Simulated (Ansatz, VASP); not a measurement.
**Hf3Br2 in VASP and in Ansatz**

Contents of INCAR:

```
SYSTEM = Hf3Br2
ALGO = Normal
EDIFF = 1E-7
ENCUT = 520
GGA = PE
ISIF = 2
ISMEAR = 0
LASPH = .TRUE.
LCHARG = .TRUE.
LELF = .TRUE.
LREAL = .FALSE.
LVHAR = .TRUE.
LWAVE = .FALSE.
NBANDS = 30
NELM = 60
PREC = Accurate
SIGMA = 0.1
```

KPOINTS

```
k-points
0
G
  6 6 4
  0 0 0
```

POSCAR

```
Hf3Br2
1.0
    4.4076723631      0.0000000000      0.0000000000
   -2.2038361815      3.8171562380      0.0000000000
    0.0000000000      0.0000000000      6.8576222298
Hf Br
3 2
Direct
    0.0000000000      0.0000000000      0.0000000000
    0.3333333333      0.6666666667      0.6450000000
    0.6666666667      0.3333333333      0.3550000000
    0.3333333333      0.6666666667      0.2450000000
    0.6666666667      0.3333333333      0.7550000000
```

Input for Ansatz:

```yaml
crystal:
  lattice:
    - [4.4076723631, 0.0, 0.0]
    - [-2.2038361815, 3.817156238, 0.0]
    - [0.0, 0.0, 6.8576222298]
  atoms:
    - { symbol: Hf, position: [0.0, 0.0, 0.0] }
    - { symbol: Hf, position: [0.3333333333, 0.6666666667, 0.645] }
    - { symbol: Hf, position: [0.6666666667, 0.3333333333, 0.355] }
    - { symbol: Br, position: [0.3333333333, 0.6666666667, 0.245] }
    - { symbol: Br, position: [0.6666666667, 0.3333333333, 0.755] }
basis:
  ecutwfc: 420
kpoints:
  mp_grid: { grid: [6, 6, 4] }
hamiltonian:
  xc: pbe
scf:
  occupations: { method: gaussian, width: 0.1 }
  lower_state_search: "off"
output:
  forces: true
  stress: true
  eigenvalues: true
```

Alike in both runs: task single point; functional PBE; k mesh 6 × 6 × 4; occupations gaussian, width 0.1 eV; no spin polarisation.

|  | VASP | Ansatz |
| --- | --- | --- |
| version | VASP 6.6.1 | Ansatz 0.2.0 |
| potentials or method | VASP PAW PBE potentials, release 64 (Hf_pv, Br) | scalar-relativistic, plane waves, PAW |
| plane-wave cutoff (eV) | 520 | 420 |
| valence electrons in the cell | 44 | 92 |

Ansatz gave:

```
gap on the k mesh at the Fermi level (eV)       : none
pressure (GPa)                                  : 0.3
largest component of the traceless stress (GPa) : 0.65
rms of the force components (eV/Å)              : 0.202
```

Problem. Estimate VASP's values.

Solution. gap on the k mesh at the Fermi level (eV): none; pressure (GPa): -0.1; largest component of the traceless stress (GPa): 0.62; rms of the force components (eV/Å): 0.202.

Atom by atom the forces differ by 0.006 eV/Å (rms over components). A gap of «none» marks a metal or a gap that the smearing closes. The two sets of potentials don't hold the same shells in valence.

The runs have no spin-orbit coupling, so splittings on Hf are missing.
